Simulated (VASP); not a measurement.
Wanted: the native input for a VASP 6.6.1 run.

| Quantity | Value |
| --- | --- |
| Task | relaxation of cell and atoms |
| Functional | LDA |
| Potentials or basis | VASP PAW LDA potentials, release 64 (Mo_sv) |
| Cutoff | 600 eV |
| k mesh | 16 × 16 × 16 |
| Occupations | methfessel-paxton, width 0.1 eV |
| Spin | no spin polarisation |
| Further INCAR settings | ALGO = Normal; EDIFF = 1e-07; IBRION = 2; EDIFFG = -0.005; NSW = 90; ISIF = 3 |

The structure of Mo lies in POSCAR:

```
Mo                                      
1.0
   -1.5575985875      1.5575985875      1.5575985875
    1.5575985875     -1.5575985875      1.5575985875
    1.5575985875      1.5575985875     -1.5575985875
  Mo            
     1
Direct
     0.0000000000000000    0.0000000000000000    0.0000000000000000
```

These files were run (other wordings do the same):

INCAR

```
ALGO     = Normal         # electronic algorithm
EDIFF    = 1E-7           # SCF threshold, eV
EDIFFG   = -0.005         # ionic threshold
ENCUT    = 600            # plane-wave cutoff, eV
IBRION   = 2              # ionic algorithm
ISIF     = 3              # what is computed and relaxed
ISMEAR   = 1              # smearing method
LASPH    = T              # aspherical terms in the spheres
LCHARG   = F              # write CHGCAR
LREAL    = F              # projectors in reciprocal space
LWAVE    = F              # write WAVECAR
NELM     = 80             # most SCF steps
NSW      = 90             # ionic steps
PREC     = Accurate       # precision mode
SIGMA    = 0.1            # smearing width, eV
```

KPOINTS

```
k-points
0
Gamma
  16 16 16
```

Potentials or basis: VASP PAW LDA potentials, release 64 (Mo_sv).

Run with:

```sh
$ cat potpaw_LDA.64/Mo_sv/POTCAR > POTCAR
$ mpirun -np 1 vasp_std > vasp.out
```

Results of the run:

- Pressure after relaxing: -0.1 GPa
- Band gap on the k mesh: none (metal or under the smearing width)

Caveat: the relaxation stopped at its first step, so nothing moved.

Run time: 11 s on 1 thread of Intel(R) Xeon(R) 6975P-C (Granite Rapids), on a shared host, peak memory 0.15 GiB.
